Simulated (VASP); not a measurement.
# Band gap of Bi2Te3 (Tellurobismuthite): cutoff, mesh and cell, part 2 of 2

How far does the LDA gap of Bi2Te3 (Tellurobismuthite) depend on cutoff, mesh and cell? The starting structure is a measured crystal structure from the Crystallography Open Database. Cell and atoms stay as given unless a step says otherwise.

VASP 6.6.1.

Results so far: reference 0.197 eV; cell and atoms relaxed by LDA 0.141 eV; no band path 0.197 eV.

**5. Bands with a cutoff of 500 eV**

Level of this step: LDA; plane waves and PAW (Bi_d, Te) (VASP).

Against step 2 the input has ENCUT = 500.

The input, INCAR:

```
SYSTEM = Bi2Te3
PREC = Accurate
ENCUT = 500
EDIFF = 1E-06
NELM = 100
ISMEAR = 0
SIGMA = 0.03
LREAL = .FALSE.
ALGO = Normal
GGA = CA
NBANDS = 39
LORBIT = 11
LWAVE = .FALSE.
LCHARG = .FALSE.
KPAR = 4
```

The input, POSCAR:

```
Bi2Te3
1.0
    2.1930000000      1.2661291403     10.1656666667
   -2.1930000000      1.2661291403     10.1656666667
    0.0000000000     -2.5322582807     10.1656666667
Bi Te
2 3
Direct
    0.6000000000      0.6000000000      0.6000000000
    0.4000000000      0.4000000000      0.4000000000
    0.7905000000      0.7905000000      0.7905000000
    0.2095000000      0.2095000000      0.2095000000
    0.0000000000      0.0000000000      0.0000000000
```

The input, KPOINTS:

```
Automatic mesh
0
Gamma
6 6 6
0 0 0
```

The input, KPOINTS_OPT:

```
Line mode
8
Line-mode
Reciprocal
  0.00000000   0.00000000   0.00000000 GAMMA
  0.50000000   0.00000000   0.00000000 L

  0.50000000   0.00000000   0.00000000 L
  0.50000000   0.17700839  -0.17700839 B1

  0.82299161   0.50000000   0.17700839 B
  0.50000000   0.50000000   0.50000000 Z

  0.50000000   0.50000000   0.50000000 Z
  0.00000000   0.00000000   0.00000000 GAMMA

  0.00000000   0.00000000   0.00000000 GAMMA
  0.33850420   0.00000000  -0.33850420 X

  0.66149580   0.33850420   0.00000000 Q
  0.50000000   0.50000000   0.00000000 F

  0.50000000   0.50000000   0.00000000 F
  0.66149580   0.66149580   0.17700839 P1

  0.66149580   0.66149580   0.17700839 P1
  0.50000000   0.50000000   0.50000000 Z

  0.50000000   0.00000000   0.00000000 L
  0.82299161   0.33850420   0.33850420 P
```

The projector-augmented-wave data sets are Bi_d and Te (LDA family, release 64).

Run with:

```sh
mpirun -np 4 vasp_std
```

Output:

```text
[... set-up lines as in an earlier step ...]
 entering main loop
       N       E                     dE             d eps       ncg     rms          rms(c)
DAV:   1     0.430773768787E+03    0.43077E+03   -0.20569E+04  2496   0.116E+03
DAV:   2     0.275645416649E+02   -0.40321E+03   -0.38092E+03  2551   0.318E+02
DAV:   3    -0.196525006459E+02   -0.47217E+02   -0.45500E+02  3076   0.122E+02
DAV:   4    -0.217679724865E+02   -0.21155E+01   -0.21027E+01  2953   0.274E+01
[...]
DAV:  11    -0.215771494285E+02    0.24879E-05   -0.28257E-05  2861   0.325E-02    0.232E-02
DAV:  12    -0.215771515019E+02   -0.20734E-05   -0.12743E-05  2986   0.151E-02    0.127E-02
DAV:  13    -0.215771516385E+02   -0.13657E-06   -0.75989E-07  1875   0.498E-03
   1 F= -.21577152E+02 E0= -.21577152E+02  d E =-.308015E-08
 Start KPOINTS_OPT (optional k-point list driver)
k-point batch [1-32\72]
       N       E                     dE             ncg
DAV:   1     0.408733861584E+04   -0.19340E+05     2496
DAV:   2    -0.876085682056E+04   -0.12848E+05     2575
DAV:   3    -0.102579016955E+05   -0.14970E+04     3054
DAV:   4    -0.103254990584E+05   -0.67597E+02     2940
DAV:   5    -0.103288430321E+05   -0.33440E+01     3693
DAV:   6    -0.103288829663E+05   -0.39934E-01     3303
DAV:   7    -0.103288839619E+05   -0.99566E-03     3725
DAV:   8    -0.103288839772E+05   -0.15284E-04     2982
DAV:   9    -0.103288839777E+05   -0.43930E-06     1907
[...]
k-point batch [65-72\72]
       N       E                     dE             ncg
DAV:   1     0.282419075913E+05   -0.97483E+04      624
DAV:   2     0.250461623368E+05   -0.31957E+04      664
DAV:   3     0.246943017688E+05   -0.35186E+03      782
DAV:   4     0.246800619526E+05   -0.14240E+02      736
DAV:   5     0.246792576823E+05   -0.80427E+00      961
DAV:   6     0.246792494024E+05   -0.82799E-02      796
DAV:   7     0.246792491575E+05   -0.24491E-03      961
DAV:   8     0.246792491541E+05   -0.34084E-05      702
DAV:   9     0.246792491540E+05   -0.13958E-06      473
```

The job ended after 7.3 min (4 MPI ranks of AMD EPYC 7R43, shared host; peak memory 3.1 GiB; 29 min of CPU time).

From OUTCAR (step 5):

```text
  Total       -1.5989419     -1.5989419     -2.0613912      0.0000000      0.0000000      0.0000000
  in kB      -15.1265373    -15.1265373    -19.5014658      0.0000000      0.0000000      0.0000000
  external PRESSURE =     -16.5848468 kB  Pullay stress =       0.0000000 kB

 POSITION                                       TOTAL-FORCE (eV/Angst)
 -----------------------------------------------------------------------------------
      0.00000     -0.00000     18.29820         0.000000      0.000000     -0.048645
      0.00000     -0.00000     12.19880         0.000000     -0.000000      0.048645
      0.00000     -0.00000     24.10788         0.000000      0.000000     -0.149840
      0.00000     -0.00000      6.38912         0.000000     -0.000000      0.149840
      0.00000      0.00000      0.00000         0.000000     -0.000000     -0.000000
 -----------------------------------------------------------------------------------
    total drift:                               -0.000000     -0.000000     -0.000000

  FREE ENERGIE OF THE ION-ELECTRON SYSTEM (eV)
  ---------------------------------------------------
  free  energy   TOTEN  =       -21.5771516385 eV

  energy  without entropy=      -21.5771516354  energy(sigma->0) =      -21.57715164

[... 1 part as in an earlier step ...]

[... 2 further parts left out ...]
[key lines of the parts left out:]
E-fermi :   6.1262
```

With a cutoff of 500 eV the gap is 0.197 eV, +0.000 eV from the reference.

**6. Bands with an 8×8×8 mesh**

Against step 2 the input has an 8×8×8 mesh.

INCAR, as its differences from that of step 5:

```diff
@@ -2,3 +2,3 @@
 PREC = Accurate
-ENCUT = 500
+ENCUT = 350
 EDIFF = 1E-06
```

POSCAR is that of step 5.

The input, KPOINTS:

```
Automatic mesh
0
Gamma
8 8 8
0 0 0
```

KPOINTS_OPT is that of step 5.

Run with:

```sh
mpirun -np 4 vasp_std
```

Output:

```text
[... set-up lines as in an earlier step ...]
 entering main loop
       N       E                     dE             d eps       ncg     rms          rms(c)
DAV:   1     0.372282278919E+03    0.37228E+03   -0.17036E+04  5094   0.892E+02
DAV:   2     0.169133893168E+02   -0.35537E+03   -0.33854E+03  5443   0.273E+02
DAV:   3    -0.203834981741E+02   -0.37297E+02   -0.36412E+02  6324   0.105E+02
DAV:   4    -0.218028337990E+02   -0.14193E+01   -0.14151E+01  6047   0.233E+01
[...]
DAV:  11    -0.215725599603E+02    0.21971E-05   -0.28832E-05  5771   0.323E-02    0.234E-02
DAV:  12    -0.215725619879E+02   -0.20276E-05   -0.12686E-05  6032   0.148E-02    0.130E-02
DAV:  13    -0.215725621338E+02   -0.14588E-06   -0.78154E-07  3706   0.490E-03
   1 F= -.21572562E+02 E0= -.21572562E+02  d E =-.177682E-08
 Start KPOINTS_OPT (optional k-point list driver)
k-point batch [1-65\72]
       N       E                     dE             ncg
DAV:   1     0.467030477736E+04   -0.44073E+05     5110
DAV:   2    -0.185618389002E+05   -0.23232E+05     5417
DAV:   3    -0.210463483369E+05   -0.24845E+04     6226
DAV:   4    -0.211416651950E+05   -0.95317E+02     6018
DAV:   5    -0.211465488249E+05   -0.48836E+01     7458
DAV:   6    -0.211466040219E+05   -0.55197E-01     6598
DAV:   7    -0.211466058134E+05   -0.17915E-02     7467
DAV:   8    -0.211466058335E+05   -0.20048E-04     5710
DAV:   9    -0.211466058344E+05   -0.95789E-06     3681
k-point batch [66-72\72]
       N       E                     dE             ncg
DAV:   1     0.456279130589E+05   -0.71329E+04      554
DAV:   2     0.430968714494E+05   -0.25310E+04      600
DAV:   3     0.428423245316E+05   -0.25455E+03      681
DAV:   4     0.428332842261E+05   -0.90403E+01      660
DAV:   5     0.428327967544E+05   -0.48747E+00      831
DAV:   6     0.428327921716E+05   -0.45828E-02      716
DAV:   7     0.428327920221E+05   -0.14951E-03      824
DAV:   8     0.428327920205E+05   -0.16670E-05      556
DAV:   9     0.428327920203E+05   -0.14152E-06      399
```

Run time: 5.2 min. Hardware: 4 MPI ranks; peak memory 2.5 GiB.

Parts of OUTCAR (step 6):

```text
  Total       -1.8081773     -1.8081773     -2.2985162      0.0000000      0.0000000      0.0000000
  in kB      -17.1059757    -17.1059757    -21.7447493      0.0000000      0.0000000      0.0000000
  external PRESSURE =     -18.6522336 kB  Pullay stress =       0.0000000 kB

 POSITION                                       TOTAL-FORCE (eV/Angst)
 -----------------------------------------------------------------------------------
      0.00000     -0.00000     18.29820         0.000000      0.000000     -0.062958
      0.00000     -0.00000     12.19880         0.000000     -0.000000      0.062958
      0.00000     -0.00000     24.10788         0.000000      0.000000     -0.159836
      0.00000     -0.00000      6.38912         0.000000     -0.000000      0.159836
      0.00000      0.00000      0.00000        -0.000000      0.000000     -0.000000
 -----------------------------------------------------------------------------------
    total drift:                               -0.000000     -0.000000     -0.000000

  FREE ENERGIE OF THE ION-ELECTRON SYSTEM (eV)
  ---------------------------------------------------
  free  energy   TOTEN  =       -21.5725621338 eV

  energy  without entropy=      -21.5725621320  energy(sigma->0) =      -21.57256213

[... 1 part as in an earlier step ...]

[... 2 further parts left out ...]
[key lines of the parts left out:]
E-fermi :   6.1267
```

With an 8×8×8 mesh the gap is 0.195 eV, -0.003 eV from the reference.

**7. All runs side by side**

```csv
run,gap (eV),change (eV),core minutes
reference,0.197,-,22.8
cell and atoms relaxed by LDA,0.141,-0.057,13.9
no band path,0.197,0.0,4.73
a cutoff of 500 eV,0.197,0.0,29.3
an 8×8×8 mesh,0.195,-0.003,20.6
```

Core minutes are wall time times ranks of the run shown, on a shared host.

**8. Results**

```yaml
reference_gap: 0.197 eV
gap_with_cell_and_atoms_relaxed_by_lda: 0.141 eV
gap_with_no_band_path: 0.197 eV
gap_with_a_cutoff_of_500_ev: 0.197 eV
gap_with_an_8x8x8_mesh: 0.195 eV
```

Among the runs that read a gap along the path, the one with cell and atoms relaxed by LDA moves it most, by -0.057 eV. On finer settings it changes by +0.000 eV with a cutoff of 500 eV and -0.003 eV with an 8×8×8 mesh. The functional's own error isn't tested here. Further runs on this material are not shown.

[Lines on the potential files, build, host, timing and source positions are cut from VASP's logs without a mark.]

[Logs are printed without paths, hosts, clocks, repeated set-up lines and the standing remarks that a program may print on its own settings, such as how far it seeks lower states.]

[Hosts, paths, dates, database ids (printed as entryN), source tags and the programs' standing remarks are cut or masked in the printed files.]
